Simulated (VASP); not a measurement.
The system is Ru2Pb3.

```
Ru Pb
1.0
     4.73279    0.00000    0.00000
    -2.36639    4.09872    0.00000
     0.00000    0.00000    5.81169
Ru Pb
2 3
Direct
  0.66667 0.33333 0.50000
  0.33333 0.66667 0.00000
  0.00000 0.00000 0.74540
  0.00000 0.00000 0.25460
  0.66667 0.33333 0.00000
```

The cell was built by a generator and needn't be a form met in nature.

| Item | Value |
| --- | --- |
| Program | VASP 6.6.1 |
| Task | relaxation of cell and atoms |
| Functional | PBE |
| Potentials or basis | VASP PAW PBE potentials, release 64 (Ru_pv, Pb_d) |
| Cutoff | 600 eV |
| k mesh | 7 × 7 × 5 |
| Occupations | methfessel-paxton, width 0.1 eV |
| Spin | no spin polarisation |

At the start: pressure 6.6 GPa; volume 22.55 Å³/atom.

Task: Where does the relaxation end?

Result: Over 13 steps the energy falls by 98.4 meV/atom and the volume is 24.62 Å³/atom (+9.2 %); space group P-6m2 (No. 187, to 0.05 Å).

Step by step:
```csv
step,energy change (eV),largest force (eV/Å),pressure (GPa),volume (Å³)
1,0.0000,1.1691,6.59,112.74
2,-0.2225,0.1259,-3.91,128.49
3,-0.2739,0.3463,-1.31,123.19
4,-0.3677,0.2767,-0.55,121.89
5,-0.4498,0.2266,1.98,118.72
6,-0.4867,0.1312,-0.47,123.24
7,-0.4867,0.1325,-0.44,123.20
8,-0.4910,0.0432,-0.14,122.97
9,-0.4918,0.0128,0.06,122.82
10,-0.4918,0.0196,0.09,122.80
11,-0.4918,0.0221,0.10,122.79
12,-0.4921,0.0102,-0.01,123.09
13,-0.4921,0.0096,-0.02,123.11
```

Final structure:
```xyz
5
Lattice="4.5520 0.0000 0.0000 -2.2760 3.9422 0.0000 0.0000 0.0000 6.8603" Properties=species:S:1:pos:R:3 pbc="T T T"
Ru    2.2760    1.3141    3.4301
Ru    0.0000    2.6281    0.0000
Pb    0.0000    0.0000    4.9199
Pb    0.0000    0.0000    1.9404
Pb    2.2760    1.3141    0.0000
```
